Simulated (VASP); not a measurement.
The system is C.

```
CELL_PARAMETERS angstrom
2.46100 0.00000 0.00000
-1.23050 2.13129 0.00000
0.00000 0.00000 6.17136
ATOMIC_POSITIONS crystal
C 0.00000 0.00000 0.25000
C 0.33333 0.66667 0.25000
C 0.00000 0.00000 0.75000
C 0.66667 0.33333 0.75000
```

The cell was built by a generator and needn't be a form met in nature.

Base run:

```yaml
Program: VASP 6.6.1
Functional: vdW-DF2
Potentials_or_basis: VASP PAW PBE potentials, release 64 (C)
Cutoff: 520 eV
k_mesh: 16 × 16 × 4
Occupations: fermi-dirac, width 0.05 eV
Spin: no spin polarisation
```

Its results: band gap on the k mesh 0.28 eV, direct; pressure 8.2 GPa.

Problem. The run is repeated on the same cell with these changes: functional from vdW-DF2 to rev-vdW-DF2. What comes out?

Solution. Band gap on the k mesh 0.27 eV, direct; pressure 2.9 GPa.

Caveats: the PAW data sets were made with another functional, which shifts forces and pressure a little.

A k mesh can miss the band edges.
